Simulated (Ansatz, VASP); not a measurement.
# HfCu: VASP beside Ansatz

One calculation is typed for both programs; each brings its own data sets and cutoff. How far apart do they land? The cell is invented: As first built, before any earlier steps moved the atoms (in the runner's words): it takes the FeRu structure with all of its atoms replaced by other elements, volume scaled by an estimate. It may not be a known or stable phase. The cell is taken from a series of VASP runs on this material, whose earlier steps may have relaxed, scaled or displaced it; both programs get it as it stands.

Program: Ansatz 0.2.0. Level of theory: plane waves, with VASP 6.6.1 beside it; zone-centre phonons at revPBE. Results are calculated unless marked as measured.

### 1. Starting point

It takes space group P-6m2 (No. 187, hexagonal). Conventional cell: a = 3.069 Å, b = 3.069 Å, c = 4.423 Å, α = 90.00°, β = 90.00°, γ = 120.00°. Nearest to Hf lie 6 Cu at 2.83 Å and 6 Hf at 3.07 Å. Nearest to Cu lie 6 Hf at 2.83 Å and 6 Cu at 3.07 Å. As first built, before any earlier steps moved the atoms (in the runner's words): sites of the FeRu structure (space group 187) filled with other elements, volume scaled by an estimate. Farther neighbours are not listed.

Structure file:

```xyz
2
Lattice="3.0693 0.0000 0.0000 -1.5347 2.6581 0.0000 0.0000 0.0000 4.4232" Properties=species:S:1:pos:R:3 pbc="T T T"
Hf    1.5347    0.8860    0.0000
Cu    0.0000    0.0000    2.2116
```

### 2. VASP: zone-centre phonons, revPBE

Second derivatives magnify differences that forces hide, and they need a tight electronic threshold.

Lines of VASP's logs that name or quote its potential files are left out, and so is its time.

INCAR reads:

```
SYSTEM = HfCu
PREC = Accurate
ENCUT = 400
EDIFF = 1E-08
NELM = 100
ISMEAR = -1
SIGMA = 0.05
LREAL = .FALSE.
ALGO = Normal
GGA = RE
NBANDS = 16
LORBIT = 11
LWAVE = .FALSE.
LCHARG = .FALSE.
IBRION = 8
ISIF = 2
```

POSCAR reads:

```
HfCu
1.0
    3.0693197814     -0.0000000190      0.0000000000
   -1.5346604235      2.6581089089      0.0000000000
    0.0000000000      0.0000000000      4.4231823103
Hf Cu
1 1
Direct
    0.6666666700      0.3333333300      0.0000000000
    0.0000000000      0.0000000000      0.5000000000
```

KPOINTS reads:

```
Automatic mesh
0
Gamma
10 10 6
0 0 0
```

Potentials, in the order of the species: Hf_pv and Cu (PBE family, release 64).

Launch:

```
$ mpirun -np 1 vasp_std
```

Numbers of over 12 decimals in the logs are rounded to 6 here.

What it wrote:

```text
[banner, memory and clock lines left out]
running    1 mpi-ranks, on    1 nodes
 distrk:  each k-point on    1 cores,    1 groups
 distr:  one band on    1 cores,    1 groups

 POSCAR found type information on POSCAR HfCu
 POSCAR found :  2 types and       2 ions
|                                                                             |
|               ----> ADVICE to this user running VASP <----                  |
|                                                                             |
|     You enforced a specific xc type in the INCAR file but a different       |
|     [... a line on the potential file left out ...]
|     I HOPE YOU KNOW WHAT YOU ARE DOING!                                     |
|                                                                             |

 LDA part: xc-table for (Slater+PW92), standard interpolation
 POSCAR, INCAR and KPOINTS ok, starting setup
 FFT: planning ... GRIDC
 FFT: planning ... GRID_SOFT
 FFT: planning ... GRID
 WAVECAR not read
 entering main loop
       N       E                     dE             d eps       ncg     rms          rms(c)
DAV:   1     0.833674047158E+02    0.83367E+02   -0.94169E+03  1800   0.134E+03
DAV:   2    -0.111039233463E+02   -0.94471E+02   -0.91200E+02  2088   0.281E+02
DAV:   3    -0.143959632922E+02   -0.32920E+01   -0.32031E+01  2336   0.486E+01
DAV:   4    -0.144676320369E+02   -0.71669E-01   -0.71630E-01  2136   0.710E+00
DAV:   5    -0.144703197538E+02   -0.26877E-02   -0.26877E-02  2632   0.134E+00    0.556E+01
DAV:   6    -0.179293958840E+02   -0.34591E+01   -0.65705E+01  1968   0.190E+02    0.198E+01
DAV:   7    -0.129388531160E+02    0.49905E+01   -0.28277E+01  2344   0.880E+01    0.203E+01
DAV:   8    -0.126252736950E+02    0.31358E+00   -0.12946E+00  2424   0.225E+01    0.301E+00
DAV:   9    -0.126137694102E+02    0.11504E-01   -0.97489E-02  2832   0.562E+00    0.638E-01
DAV:  10    -0.126124726150E+02    0.12968E-02   -0.10195E-02  2512   0.103E+00    0.197E-01
DAV:  11    -0.126123721746E+02    0.10044E-03   -0.42610E-04  2376   0.327E-01    0.173E-01
DAV:  12    -0.126122601955E+02    0.11198E-03   -0.69367E-04  2104   0.650E-01    0.526E-02
DAV:  13    -0.126122482683E+02    0.11927E-04   -0.76111E-05  2592   0.196E-01    0.240E-02
DAV:  14    -0.126122490410E+02   -0.77273E-06   -0.25133E-06  2800   0.289E-02    0.123E-02
DAV:  15    -0.126122493814E+02   -0.34036E-06   -0.76868E-06  2376   0.640E-02    0.872E-03
DAV:  16    -0.126122486759E+02    0.70548E-06   -0.17299E-06  2248   0.321E-02    0.934E-04
DAV:  17    -0.126122486948E+02   -0.18914E-07   -0.47429E-08  2128   0.238E-03    0.579E-04
DAV:  18    -0.126122486938E+02    0.99681E-09   -0.10116E-08  1032   0.245E-03
   1 F= -.12612249E+02 E0= -.12604135E+02  d E =-.162274E-01
 Linear response reoptimize wavefunctions to high precision
DAV:   1    -0.126122486995E+02   -0.57062E-08   -0.11438E-09  1248   0.594E-04
DAV:   2    -0.126122486996E+02   -0.32287E-10   -0.50349E-10  1008   0.194E-04
 Linear response DOF=           4
 Linear response progress:
  Degree of freedom:   1/  4
       N       E                     dE             d eps       ncg     rms          rms(c)
RMM:   1    -0.194967937078E+00   -0.19497E+00    0.52152E+00  7062   0.131E+01
RMM:   2    -0.202497325865E+00   -0.75294E-02   -0.49704E-02 11101   0.187E+00    0.670E-01
RMM:   3    -0.201821880898E+00    0.67544E-03   -0.56264E-03 14274   0.419E-01    0.115E-01
RMM:   4    -0.201365835194E+00    0.45605E-03   -0.65154E-04 15264   0.140E-01    0.153E-01
RMM:   5    -0.200908252306E+00    0.45758E-03   -0.13487E-04 15549   0.645E-02    0.526E-02
RMM:   6    -0.200799376029E+00    0.10888E-03   -0.22677E-05 15683   0.223E-02    0.183E-02
RMM:   7    -0.200798960986E+00    0.41504E-06   -0.48570E-06 14710   0.759E-03    0.219E-02
RMM:   8    -0.200798675738E+00    0.28525E-06   -0.99124E-07 15161   0.288E-03    0.270E-02
RMM:   9    -0.200801138280E+00   -0.24625E-05   -0.44371E-07 13712   0.174E-03    0.157E-02
RMM:  10    -0.200804774890E+00   -0.36366E-05    0.49658E-08 15121   0.796E-04    0.760E-03
RMM:  11    -0.200805518331E+00   -0.74344E-06   -0.16765E-07 16396   0.351E-04    0.510E-03
RMM:  12    -0.200807171065E+00   -0.16527E-05   -0.14583E-07 13079   0.233E-04    0.104E-04
RMM:  13    -0.200807154290E+00    0.16775E-07   -0.13594E-07 15183   0.106E-04    0.338E-04
RMM:  14    -0.200807185427E+00   -0.31137E-07   -0.69101E-08 16211   0.569E-05    0.319E-04
RMM:  15    -0.200807418359E+00   -0.23293E-06   -0.61670E-08 13813   0.396E-05    0.367E-04
RMM:  16    -0.200807370556E+00    0.47802E-07   -0.43723E-08 15482   0.243E-05    0.929E-05
RMM:  17    -0.200807364702E+00    0.58544E-08   -0.26667E-08 16305   0.160E-05    0.420E-05
 first order change of Fermi-energy   0.67674E-05
 force on displaced ion       1 direction 1 :  -2.206  -0.000   0.000
 Linear response progress:
  Degree of freedom:   2/  4
       N       E                     dE             d eps       ncg     rms          rms(c)
RMM:   1    -0.243752793121E+00   -0.24375E+00    0.48663E+00  2653   0.134E+01
RMM:   2    -0.251248012208E+00   -0.74952E-02   -0.58702E-02  4033   0.196E+00    0.729E-01
RMM:   3    -0.251234228234E+00    0.13784E-04   -0.78961E-03  4701   0.483E-01    0.203E-01
RMM:   4    -0.251115355176E+00    0.11887E-03   -0.13504E-03  5079   0.181E-01    0.168E-01
RMM:   5    -0.250975248983E+00    0.14011E-03   -0.31534E-04  5013   0.710E-02    0.110E-01
RMM:   6    -0.250895275742E+00    0.79973E-04   -0.52526E-05  5137   0.312E-02    0.237E-02
RMM:   7    -0.250867842527E+00    0.27433E-04   -0.18493E-05  4324   0.201E-02    0.847E-03
RMM:   8    -0.250863349034E+00    0.44935E-05   -0.70003E-07  4247   0.119E-02    0.550E-03
RMM:   9    -0.250857961001E+00    0.53880E-05   -0.20601E-06  4963   0.497E-03    0.483E-03
RMM:  10    -0.250854783247E+00    0.31778E-05    0.19060E-06  5190   0.211E-03    0.229E-03
RMM:  11    -0.250854889311E+00   -0.10606E-06   -0.63365E-07  5398   0.780E-04    0.132E-03
RMM:  12    -0.250854644939E+00    0.24437E-06    0.64070E-07  5134   0.464E-04    0.539E-04
RMM:  13    -0.250854632418E+00    0.12521E-07   -0.57718E-07  5367   0.188E-04    0.101E-04
RMM:  14    -0.250854540409E+00    0.92008E-07   -0.18838E-06  5229   0.844E-05    0.115E-04
RMM:  15    -0.250854597373E+00   -0.56963E-07   -0.97223E-07  4851   0.482E-05    0.108E-04
RMM:  16    -0.250854607583E+00   -0.10211E-07   -0.42529E-07  5376   0.276E-05    0.236E-05
RMM:  17    -0.250854621687E+00   -0.14103E-07   -0.25419E-07  5342   0.176E-05    0.818E-07
RMM:  18    -0.250854627838E+00   -0.61516E-08   -0.20601E-07  4960   0.133E-05    0.312E-06
RMM:  19    -0.250854628272E+00   -0.43332E-09   -0.11242E-07  4742   0.110E-05    0.290E-06
RMM:  20    -0.250854629080E+00   -0.80816E-09   -0.92193E-08  4280   0.973E-06    0.301E-06
 first order change of Fermi-energy   0.33901E-03
 force on displaced ion       1 direction 3 :  -0.000  -0.000  -5.568
 Linear response progress:
  Degree of freedom:   3/  4
       N       E                     dE             d eps       ncg     rms          rms(c)
RMM:   1    -0.237418012163E+00   -0.23742E+00   -0.13556E-01 11547   0.457E+00
RMM:   2    -0.236043862462E+00    0.13741E-02   -0.50046E-03  9917   0.785E-01    0.186E-01
RMM:   3    -0.235738028294E+00    0.30583E-03   -0.69417E-04 10785   0.184E-01    0.113E-01
RMM:   4    -0.235642068821E+00    0.95959E-04   -0.45223E-04 11017   0.151E-01    0.152E-02
RMM:   5    -0.235681263421E+00   -0.39195E-04   -0.31585E-05 10905   0.377E-02    0.858E-03
RMM:   6    -0.235686804412E+00   -0.55410E-05   -0.24587E-06 11232   0.116E-02    0.278E-03
RMM:   7    -0.235683924734E+00    0.28797E-05   -0.36332E-07 10631   0.649E-03    0.150E-03
RMM:   8    -0.235674885858E+00    0.90389E-05   -0.10100E-07 12244   0.266E-03    0.375E-04
RMM:   9    -0.235672496903E+00    0.23890E-05   -0.11257E-08 12438   0.706E-04    0.230E-04
RMM:  10    -0.235671277251E+00    0.12197E-05   -0.10513E-09 12341   0.165E-04    0.612E-05
RMM:  11    -0.235671561871E+00   -0.28462E-06   -0.79585E-11 11960   0.134E-04    0.374E-05
RMM:  12    -0.235671589218E+00   -0.27346E-07   -0.65367E-11 12388   0.343E-05    0.844E-06
RMM:  13    -0.235671571644E+00    0.17574E-07   -0.19100E-10 12230   0.173E-05    0.948E-06
RMM:  14    -0.235671581854E+00   -0.10210E-07   -0.21258E-10 12317   0.612E-06    0.254E-06
RMM:  15    -0.235671578049E+00    0.38046E-08   -0.17336E-10 13109   0.400E-06    0.261E-06
 first order change of Fermi-energy   0.26364E-04
 force on displaced ion       2 direction 1 :  -2.298  -0.000   0.000
 Linear response progress:
  Degree of freedom:   4/  4
       N       E                     dE             d eps       ncg     rms          rms(c)
RMM:   1    -0.246857670784E+00   -0.24686E+00   -0.12937E-01  4492   0.588E+00
RMM:   2    -0.244977170828E+00    0.18805E-02   -0.26525E-03  3363   0.617E-01    0.308E-01
RMM:   3    -0.244983128042E+00   -0.59572E-05   -0.56079E-04  3737   0.171E-01    0.157E-01
RMM:   4    -0.245121964821E+00   -0.13884E-03   -0.21021E-04  3930   0.103E-01    0.226E-02
RMM:   5    -0.245166340737E+00   -0.44376E-04   -0.11287E-05  4059   0.269E-02    0.742E-03
RMM:   6    -0.245151216604E+00    0.15124E-04   -0.15520E-06  3520   0.167E-02    0.548E-03
RMM:   7    -0.245139332428E+00    0.11884E-04   -0.37201E-07  3481   0.110E-02    0.987E-04
RMM:   8    -0.245133325793E+00    0.60066E-05   -0.14092E-07  4200   0.223E-03    0.487E-04
RMM:   9    -0.245126683670E+00    0.66421E-05   -0.60536E-08  4218   0.669E-04    0.915E-05
RMM:  10    -0.245126580883E+00    0.10279E-06   -0.19507E-08  4209   0.198E-04    0.556E-05
RMM:  11    -0.245126117645E+00    0.46324E-06    0.23503E-09  4017   0.649E-05    0.112E-05
RMM:  12    -0.245126055094E+00    0.62551E-07   -0.22551E-10  4222   0.298E-05    0.498E-06
RMM:  13    -0.245126043447E+00    0.11647E-07   -0.32930E-10  4322   0.119E-05    0.167E-06
RMM:  14    -0.245126050348E+00   -0.69010E-08   -0.22915E-10  3985   0.545E-06    0.473E-07
 first order change of Fermi-energy  -0.31668E-03
 force on displaced ion       2 direction 3 :  -0.000   0.000  -5.555
 Linear response finished
```

From OUTCAR (step 2):

```text
ion  position               nearest neighbor table
   1  0.667  0.333  0.000-   2 2.83   2 2.83   2 2.83   2 2.83   2 2.83   2 2.83
   2  0.000  0.000  0.500-   1 2.83   1 2.83   1 2.83   1 2.83   1 2.83   1 2.83

  LATTYP: Found a hexagonal cell.
 ALAT       =     3.0693197814
 C/A-ratio  =     1.4410952997

 Subroutine GETGRP returns: Found 12 space group operations
 (whereof 12 operations were pure point group operations)

The static configuration has the point symmetry D_3h.

 Found     56 irreducible k-points:

   k-points           NKPTS =     56   k-points in BZ     NKDIM =     56   number of bands    NBANDS=     16

   dimension x,y,z NGX =    20 NGY =   20 NGZ =   30
   dimension x,y,z NGXF=    40 NGYF=   40 NGZF=   60

   ENCUT  =  400.0 eV  29.40 Ry    5.42 a.u.   5.01  5.01  7.21*2*pi/ulx,y,z

   NELECT =      21.0000    total number of electrons

 k-points in reciprocal lattice and weights: Automatic mesh
   0.00000000  0.00000000  0.00000000       0.002
   0.10000000  0.00000000  0.00000000       0.010
   0.20000000  0.00000000  0.00000000       0.010
   0.30000000  0.00000000  0.00000000       0.010
   0.40000000  0.00000000  0.00000000       0.010
   0.50000000  0.00000000  0.00000000       0.005
   0.10000000  0.10000000  0.00000000       0.010
   0.20000000  0.10000000  0.00000000       0.020
   0.30000000  0.10000000  0.00000000       0.020
[...]
0.40000000  0.20000000  0.50000000       0.010
   0.30000000  0.30000000  0.50000000       0.010

 average (electrostatic) potential at core
       1 -36.9408       2 -66.2240

  Total        0.0135895      0.0135895      0.0118885     -0.0000000     -0.0000000     -0.0000000
  in kB        0.6033438      0.6033438      0.5278237     -0.0000001     -0.0000000     -0.0000000
  external PRESSURE =       0.5781704 kB  Pullay stress =       0.0000000 kB

  energy-cutoff  :      400.00
  volume of cell :       36.09
      direct lattice vectors                 reciprocal lattice vectors
     3.069319781 -0.000000019  0.000000000     0.325805089  0.188103721  0.000000000
    -1.534660424  2.658108909  0.000000000     0.000000002  0.376207310  0.000000000
     0.000000000  0.000000000  4.423182310     0.000000000  0.000000000  0.226081570

 POSITION                                       TOTAL-FORCE (eV/Angst)
 -----------------------------------------------------------------------------------
      1.53466      0.88604      0.00000         0.000000     -0.000000      0.000000
      0.00000      0.00000      2.21159        -0.000000      0.000000      0.000000
 -----------------------------------------------------------------------------------
    total drift:                               -0.000009      0.000002     -0.000000

 Eigenvectors and eigenvalues of the dynamical matrix
 ----------------------------------------------------

   1 f  =    5.383994 THz    33.828633 2PiTHz  179.590713 cm-1    22.266400 meV
             X         Y         Z           dx          dy          dz
      1.534660  0.886036  0.000000     0.000000   -0.000000   -0.512842
      0.000000  0.000000  2.211591    -0.000000    0.000000    0.858483

   2 f  =    3.443517 THz    21.636255 2PiTHz  114.863362 cm-1    14.241235 meV
             X         Y         Z           dx          dy          dz
      1.534660  0.886036  0.000000    -0.358071    0.355712    0.000000
      0.000000  0.000000  2.211591     0.612446   -0.608411    0.000000

   3 f  =    3.443516 THz    21.636251 2PiTHz  114.863338 cm-1    14.241232 meV
             X         Y         Z           dx          dy          dz
      1.534660  0.886036  0.000000    -0.355712   -0.358071   -0.000000
      0.000000  0.000000  2.211591     0.608411    0.612446   -0.000000

   4 f/i=    0.002809 THz     0.017647 2PiTHz    0.093687 cm-1     0.011616 meV
             X         Y         Z           dx          dy          dz
      1.534660  0.886036  0.000000     0.000000    0.000000   -0.858483
      0.000000  0.000000  2.211591     0.000000    0.000000   -0.512842

   5 f/i=    0.030681 THz     0.192773 2PiTHz    1.023398 cm-1     0.126885 meV
             X         Y         Z           dx          dy          dz
      1.534660  0.886036  0.000000     0.608408    0.612449    0.000000
      0.000000  0.000000  2.211591     0.355710    0.358072    0.000000

   6 f/i=    0.030681 THz     0.192773 2PiTHz    1.023399 cm-1     0.126885 meV
             X         Y         Z           dx          dy          dz
      1.534660  0.886036  0.000000     0.612449   -0.608408   -0.000000
      0.000000  0.000000  2.211591     0.358072   -0.355710   -0.000000

 ELASTIC MODULI CONTR FROM IONIC RELAXATION (kBar)
 Direction    XX          YY          ZZ          XY          YZ          ZX
 --------------------------------------------------------------------------------
 XX        -234.1751    234.1751     -0.0000      0.0000      0.0000     -0.0000
 YY         234.1751   -234.1751      0.0000      0.0000     -0.0000      0.0000
 ZZ          -0.0000      0.0000     -0.0000      0.0000      0.0000      0.0000
 XY           0.0000      0.0000      0.0000   -234.1751     -0.0000     -0.0000
 YZ           0.0000     -0.0000      0.0000     -0.0000     -0.0000      0.0000
 ZX          -0.0000      0.0000      0.0000     -0.0000      0.0000     -0.0000
 --------------------------------------------------------------------------------
```

Harder data sets than Hf_pv exist (the GW ones), and pressures, volumes and forces can shift noticeably with them.

(Continued in part 2 of 2.)

[Lines on the potential files, build, host, timing and source positions are cut from VASP's logs without a mark.]

[Logs are printed without paths, hosts, clocks, repeated set-up lines and the standing remarks that a program may print on its own settings, such as how far it seeks lower states.]

[Hosts, paths, dates, database ids (printed as entryN), source tags and the programs' standing remarks are cut or masked in the printed files.]
